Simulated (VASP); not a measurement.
Write an ASE script for VASP 6.6.1 that does the following.

- Task: band structure
- Functional: PBEsol
- Dispersion: D3
- Potentials or basis: VASP PAW PBE potentials, release 64 (Mn_pv, Pt, S)
- Cutoff: 520 eV
- k mesh: 5 × 5 × 5
- Occupations: gaussian, width 0.05 eV
- Spin: non-collinear spin, ferromagnetic start
- Starting moments: [[2.828, 2.828, 0.0], [0.0, 0.0, 0.0], [0.0, 0.0, 0.0], [0.0, 0.0, 0.0], [0.0, 0.0, 0.0]] μB
- Hubbard terms: Mn d U = 1 eV, J = 0.9 eV, Pt d U = 1 eV, J = 0.9 eV
- LDAUTYPE: 1
- Hund's J: 0.9
- Further INCAR settings: ALGO = Fast; EDIFF = 1.00e-06; ISYM = 0

The structure of MnPtS3 lies in MnPtS3.cif:

```cif
data_MnPtS3
_cell_length_a 4.26162172
_cell_length_b 4.26162172
_cell_length_c 4.26162172
_cell_angle_alpha 90.00000000
_cell_angle_beta 90.00000000
_cell_angle_gamma 90.00000000
_space_group_name_H-M_alt 'P1'
_space_group_name_Hall 'P 1'
_space_group_IT_number 1
loop_
_space_group_symop_operation_xyz
'x,y,z'
loop_
_atom_site_label
_atom_site_type_symbol
_atom_site_symmetry_multiplicity
_atom_site_Wyckoff_symbol
_atom_site_fract_x
_atom_site_fract_y
_atom_site_fract_z
_atom_site_occupancy
Mn1 Mn 1 a 0.0000000000 0.0000000000 0.0000000000 1
Pt1 Pt 1 a 0.5000000000 0.5000000000 0.5000000000 1
S1 S 1 a 0.0000000000 0.5000000000 0.5000000000 1
S2 S 1 a 0.5000000000 0.0000000000 0.5000000000 1
S3 S 1 a 0.5000000000 0.5000000000 0.0000000000 1
```

The cell was built by a generator and needn't be a form met in nature.

The cell isn't the ideal one: volume scaled by 0.8.

One way to write it, as run:

run.py

```python
from ase.calculators.vasp import Vasp
from ase.dft.bandgap import bandgap
from ase.io import read

atoms = read('MnPtS3.cif')
atoms.set_initial_magnetic_moments([[2.828, 2.828, 0.0], [0.0, 0.0, 0.0], [0.0, 0.0, 0.0], [0.0, 0.0, 0.0], [0.0, 0.0, 0.0]])
calc = Vasp(
    directory='calc',
    xc='pbesol',
    pp='PBE',
    setups='materialsproject',
    prec='Accurate',
    encut=520,
    ediff=1e-06,
    ismear=0,
    sigma=0.05,
    lreal=False,
    lasph=True,
    nelm=100,
    algo='Fast',
    isif=2,
    lwave=False,
    lcharg=True,
    lnoncollinear=True,
    lorbit=11,
    lmaxmix=4,
    ldautype=1,
    ldauprint=1,
    ivdw=11,
    ldau_luj={'Mn': {'L': 2, 'U': 1, 'J': 0.9}, 'Pt': {'L': 2, 'U': 1, 'J': 0.9}},
    kpts=[5, 5, 5],
    gamma=True,
)
atoms.calc = calc

print('energy (eV):', atoms.get_potential_energy())
print('free energy (eV):', atoms.get_potential_energy(force_consistent=True))
efermi = calc.get_fermi_level()
print('Fermi level (eV):', efermi)
path = atoms.cell.bandpath(npoints=60, eps=1e-4)
print('path:', path.path)
calc.set(kpts=path.kpts, reciprocal=True, icharg=11, isym=0, lcharg=False)
calc.calculate(atoms)
print('gap on the path (eV):', bandgap(calc, efermi=efermi)[0])
print('direct gap on the path (eV):', bandgap(calc, efermi=efermi, direct=True)[0])
```

Potentials or basis: VASP PAW PBE potentials, release 64 (Mn_pv, Pt, S).

The run is started by

```sh
$ python run.py
```

It gave:

| Item | Value |
| --- | --- |
| Band gap along the path | none (metal or under the smearing width) |
| Net moment | 4.11 μB per cell |
| Dispersion energy per atom | -0.317 eV |

Caveat: the log is that of the step along the path at fixed density, whose energy, stress, charges and moments have no meaning; spin-orbit coupling is left out, which moves the levels of the heavy elements; a cell with one magnetic atom can't hold antiferromagnetic order, which such compounds often take.

Run time: 8.8 min on 1 thread of Intel(R) Xeon(R) 6975P-C (Granite Rapids), on a shared host, peak memory 0.51 GiB.
